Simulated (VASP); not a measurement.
```
CELL_PARAMETERS angstrom
     -1.59642     1.59642     3.90341
      1.59642    -1.59642     3.90341
      1.59642     1.59642    -3.90341
ATOMIC_POSITIONS crystal
  Si 0.66586 0.66586 0.00000
  Si 0.33414 0.33414 0.00000
  W  0.00000 0.00000 0.00000
```

Calculation: AM05 GGA, VASP's PBE PAW potentials (set 64) (plane waves; VASP). Run with 520 eV cut-off, 15×15×15 Γ-centred mesh, tetrahedra with Blöchl corrections, potentials Si W_sv.

Unless said otherwise, spin-orbit coupling is left out, though it shifts the bands of the heavy elements here.

Estimate the energy per atom (σ→0), band gap (on the k-mesh) with the smallest direct gap where there is one.

| Property | Value |
|---|---|
| band gap (on the k-mesh) | none (metal, semimetal or under 0.01 eV) |
| energy per atom (σ→0) | -8.766 eV/atom |

The absolute energy has meaning only against runs of the same code, potentials and settings.

The compound is WSi2 in the MoSi2 type structure. It was relaxed first.
